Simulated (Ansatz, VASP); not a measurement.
# SrAlO in VASP and in Ansatz

INCAR

```
ALGO = Normal
EDIFF = 1E-6
ENCUT = 520
GGA = PE
ISIF = 2
ISMEAR = 0
LASPH = True
LCHARG = True
LELF = True
LREAL = False
LVHAR = True
LWAVE = False
NBANDS = 16
NELM = 60
PREC = Accurate
SIGMA = 0.1
```

The input KPOINTS:

```
k-points
0
Gamma
  4 4 6
```

Contents of POSCAR:

```
SrAlO
1.0
    4.2541686000      0.0000000000      0.0000000000
    0.0000000000      4.2541686000      0.0000000000
    0.0000000000      0.0000000000      3.3255169200
Sr Al O
1 1 1
Direct
    0.0000000000      0.0000000000      0.8664171500
    0.5000000000      0.5000000000      0.5648841700
    0.5000000000      0.5000000000      0.0586832100
```

Input for Ansatz:

```yaml
crystal:
  lattice:
    - [4.2541686, 0.0, 0.0]
    - [0.0, 4.2541686, 0.0]
    - [0.0, 0.0, 3.32551692]
  atoms:
    - { symbol: Sr, position: [0.0, 0.0, 0.86641715] }
    - { symbol: Al, position: [0.5, 0.5, 0.56488417] }
    - { symbol: O, position: [0.5, 0.5, 0.05868321] }
basis:
  ecutwfc: 420
kpoints:
  mp_grid: { grid: [4, 4, 6] }
hamiltonian:
  xc: pbe
scf:
  occupations: { method: gaussian, width: 0.1 }
  lower_state_search: "off"
output:
  forces: true
  stress: true
  eigenvalues: true
```

Alike in both runs: task single point; functional PBE; k mesh 4 × 4 × 6; occupations gaussian, width 0.1 eV; no spin polarisation.

|  | VASP | Ansatz |
| --- | --- | --- |
| version | VASP 6.6.1 | Ansatz 0.2.0 |
| potentials or method | VASP PAW PBE potentials, release 64 (Sr_sv, Al, O) | scalar-relativistic, plane waves, PAW |
| plane-wave cutoff (eV) | 520 | 420 |
| valence electrons in the cell | 19 | 19 |

|  | VASP | Ansatz | Ansatz less VASP |
| --- | --- | --- | --- |
| gap on the k mesh at the Fermi level (eV) | none | none | - |
| pressure (GPa) | 14.5 | 14.2 | -0.27 |
| largest component of the traceless stress (GPa) | 23.45 | 23.03 | -0.421 |
| rms of the force components (eV/Å) | 1.022 | 1.012 | -0.0095 |

Atom by atom the forces differ by 0.016 eV/Å (rms over components). A gap of «none» marks a metal or a gap that the smearing closes.

Caveats: the k mesh is coarse (spacing up to 0.37 Å⁻¹), so the values aren't converged; an odd number of electrons without spin polarisation forces a metal; a magnetic or distorted state may lie lower.
